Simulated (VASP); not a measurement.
Level of theory: PBE GGA with D3 dispersion (zero damping), VASP's PBE PAW potentials (set 64) (plane waves; VASP 6.6.1).

The input files of a VASP run:

File POSCAR:
```
Al
1
    0.0000000000     2.0017253396     2.0017253396
    2.0017253396     0.0000000000     2.0017253396
    2.0017253396     2.0017253396     0.0000000000
Al
1
Direct
  0.0000000000   0.0000000000   0.0000000000
```

INCAR:
```
# general
SYSTEM  =  Al
PREC    =  Accurate
ENCUT   =  520
LREAL   =  .False.
LASPH   =  .True.

# electronic loop
EDIFF   =  1E-7
NELM    =  100
ALGO    =  Normal

# smearing
ISMEAR  =  -5

# functional
GGA     =  PE
IVDW    =  11

# ions
ISIF    =  2

# output
LWAVE   =  .False.
LCHARG  =  .True.
LORBIT  =  11
NEDOS   =  601
```

File KPOINTS:
```
kpoints
0
G
  17 17 17
```

POTCAR, in this order: Al (PBE.64 set). Program: vasp_std.

The run wrote:

File OUTCAR:
```
 ion  position               nearest neighbor table
   1  0.000  0.000  0.000-
  LATTYP: Found a face centered cubic cell.
 ALAT       =     4.0034506792
 Subroutine PRICEL returns:
 Original cell was already a primitive cell.
 Subroutine GETGRP returns: Found 48 space group operations
The static configuration has the point symmetry O_h .
The dynamic configuration has the point symmetry O_h .
 Subroutine INISYM returns: Found 48 space group operations
 Subroutine IBZKPT returns following result:
 Found    165 irreducible k-points:

 Following reciprocal coordinates:
            Coordinates               Weight
  0.000000  0.000000  0.000000      1.000000
  0.058824  0.000000  0.000000      8.000000
  0.117647  0.000000  0.000000      8.000000
  0.176471  0.000000  0.000000      8.000000
  0.235294  0.000000  0.000000      8.000000
  0.294118  0.000000  0.000000      8.000000
  0.352941  0.000000  0.000000      8.000000
  0.411765  0.000000  0.000000      8.000000
  0.470588  0.000000  0.000000      8.000000
  0.058824  0.058824  0.000000      6.000000
  0.117647  0.058824  0.000000     24.000000
  0.176471  0.058824  0.000000     24.000000
  0.235294  0.058824  0.000000     24.000000
  0.294118  0.058824  0.000000     24.000000
  0.352941  0.058824  0.000000     24.000000
  0.411765  0.058824  0.000000     24.000000
  0.470588  0.058824  0.000000     24.000000
 -0.470588  0.058824  0.000000     24.000000
 -0.411765  0.058824  0.000000     24.000000
 -0.352941  0.058824  0.000000     24.000000
 -0.294118  0.058824  0.000000     24.000000
 -0.235294  0.058824  0.000000     24.000000
 -0.176471  0.058824  0.000000     24.000000
 -0.117647  0.058824  0.000000     24.000000
 -0.058824  0.058824  0.000000     12.000000
  0.117647  0.117647  0.000000      6.000000
  0.176471  0.117647  0.000000     24.000000
  0.235294  0.117647  0.000000     24.000000
  0.294118  0.117647  0.000000     24.000000
  0.352941  0.117647  0.000000     24.000000
  0.411765  0.117647  0.000000     24.000000
  0.470588  0.117647  0.000000     24.000000
 -0.470588  0.117647  0.000000     24.000000
 -0.411765  0.117647  0.000000     24.000000
 -0.352941  0.117647  0.000000     24.000000
 -0.294118  0.117647  0.000000     24.000000
 -0.235294  0.117647  0.000000     24.000000
 -0.176471  0.117647  0.000000     24.000000
 -0.117647  0.117647  0.000000     12.000000
  0.176471  0.176471  0.000000      6.000000
   k-points           NKPTS =    165   k-points in BZ     NKDIM =    165   number of bands    NBANDS=      5
   number of dos      NEDOS =    601   number of ions     NIONS =      1
   total plane-waves  NPLWV =  13824
   dimension x,y,z NGX =    24 NGY =   24 NGZ =   24
   dimension x,y,z NGXF=    48 NGYF=   48 NGZF=   48
   ions per type =               1
   PREC   = accura    normal or accurate (medium, high low for compatibility)
   ISTART =      0    job   : 0-new  1-cont  2-samecut
   ICHARG =      2    charge: 1-file 2-atom 10-const
   ISPIN  =      1    spin polarized calculation?
   LNONCOLLINEAR =      F non collinear calculations
   LSORBIT =      F    spin-orbit coupling
   INIWAV =      1    electr: 0-lowe 1-rand  2-diag
   ENCUT  =  520.0 eV  38.22 Ry    6.18 a.u.   5.26  5.26  5.26*2*pi/ulx,y,z
   NELM   =    100;   NELMIN=  2; NELMDL= -5     # of ELM steps
   EDIFF  = 0.1E-06   stopping-criterion for ELM
   LREAL  =      F    real-space projection
   NLSPLINE    = F    spline interpolate recip. space projectors
   LMAXMIX     =    2 max onsite mixed and CHGCAR
   VOSKOWN=      0    Vosko Wilk Nusair interpolation
...
```

**OSZICAR**
```
       N       E                     dE             d eps       ncg     rms          rms(c)
DAV:   1    -0.154532096942E+01   -0.15453E+01   -0.84608E+02  1710   0.324E+02
DAV:   2    -0.374619591477E+01   -0.22009E+01   -0.21158E+01  2085   0.312E+01
DAV:   3    -0.376708324324E+01   -0.20887E-01   -0.20776E-01  2190   0.355E+00
DAV:   4    -0.376715046180E+01   -0.67219E-04   -0.65976E-04  2205   0.192E-01
DAV:   5    -0.376715083415E+01   -0.37235E-06   -0.36612E-06  2195   0.113E-02    0.136E+00
DAV:   6    -0.375381706650E+01    0.13334E-01   -0.15395E-03  2010   0.300E-01    0.791E-01
DAV:   7    -0.374416860301E+01    0.96485E-02   -0.46652E-03  1940   0.488E-01    0.151E-01
DAV:   8    -0.374417035969E+01   -0.17567E-05   -0.23473E-05  2085   0.522E-02    0.930E-03
DAV:   9    -0.374417097149E+01   -0.61180E-06   -0.99169E-07  2055   0.709E-03    0.113E-03
DAV:  10    -0.374417066926E+01    0.30223E-06   -0.48080E-09  1640   0.784E-04    0.946E-04
DAV:  11    -0.374417060241E+01    0.66854E-07   -0.24985E-10  1090   0.155E-04
   1 F= -.39119080E+01 E0= -.39119080E+01  d E =0.000000E+00
```

### OUTCAR
```
------------------------ aborting loop because EDIFF is reached ----------------------------------------
 Edisp (eV)   -0.16774
  FORCE on cell =-STRESS in cart. coord.  units (eV):
  Direction    XX          YY          ZZ          XY          YZ          ZX
  --------------------------------------------------------------------------------------
  Total      -0.00437    -0.00437    -0.00437    -0.00000     0.00000     0.00000
  in kB      -0.43638    -0.43638    -0.43638    -0.00000     0.00000     0.00000
  external pressure =       -0.44 kB  Pullay stress =        0.00 kB
  volume of cell :       16.04
      direct lattice vectors                 reciprocal lattice vectors
     0.000000000  2.001725340  2.001725340    -0.249784518  0.249784518  0.249784518
     2.001725340  0.000000000  2.001725340     0.249784518 -0.249784518  0.249784518
     2.001725340  2.001725340  0.000000000     0.249784518  0.249784518 -0.249784518
 POSITION                                       TOTAL-FORCE (eV/Angst)
 -----------------------------------------------------------------------------------
      0.00000      0.00000      0.00000         0.000000      0.000000      0.000000
 -----------------------------------------------------------------------------------
    total drift:                                0.000000     -0.000000     -0.000000
  FREE ENERGIE OF THE ION-ELECTRON SYSTEM (eV)
  ---------------------------------------------------
  free  energy   TOTEN  =        -3.9119080458 eV

  energy  without entropy=       -3.9119080458  energy(sigma->0) =       -3.91190805

 total charge

# of ion       s       p       d       tot
------------------------------------------
    1        0.424   0.351   0.000   0.776
```
(Selected blocks of OUTCAR.)

OUTCAR:
```
 val. band max:        8.4042366731   @ k =  -0.2353   0.3529   0.1176

 cond. band min:       8.2865866736   @ k =  -0.2941   0.4706   0.1765


 Fermi energy:         8.3307725278

 k-point     1 :       0.0000    0.0000    0.0000
  band No.  band energies     occupation
      1      -3.0334      2.00000
      2      21.0741      0.00000
      3      21.0741      0.00000
      4      21.0741      0.00000
      5      22.7814      0.00000

 k-point     2 :       0.0588    0.0000    0.0000
  band No.  band energies     occupation
      1      -2.9375      2.00000
      2      19.4440      0.00000
      3      20.7591      0.00000
      4      20.7591      0.00000
      5      23.2482      0.00000

 k-point     3 :       0.1176    0.0000    0.0000
  band No.  band energies     occupation
      1      -2.6504      2.00000
      2      17.0506      0.00000
      3      20.2350      0.00000
      4      20.2350      0.00000
      5      23.3280      0.00000

 k-point     4 :       0.1765    0.0000    0.0000
  band No.  band energies     occupation
      1      -2.1732      2.00000
      2      14.6538      0.00000
      3      19.7843      0.00000
      4      19.7843      0.00000
      5      23.1316      0.00000

 k-point     5 :       0.2353    0.0000    0.0000
  band No.  band energies     occupation
      1      -1.5078      2.00000
      2      12.3508      0.00000
      3      19.4667      0.00000
      4      19.4667      0.00000
      5      22.9514      0.00000

 k-point     6 :       0.2941    0.0000    0.0000
  band No.  band energies     occupation
      1      -0.6570      2.00000
      2      10.1745     -0.00992
      3      19.2984      0.00000
      4      19.2984      0.00000
      5      22.5447      0.00000

 k-point     7 :       0.3529    0.0000    0.0000
  band No.  band energies     occupation
      1       0.3758      2.00000
      2       8.1412      1.21178
      3      19.2853      0.00000
...
```

For a metal the tetrahedron method with Blöchl corrections gives inexact stress and forces.

The compound is Al in the fcc structure. It was relaxed first.
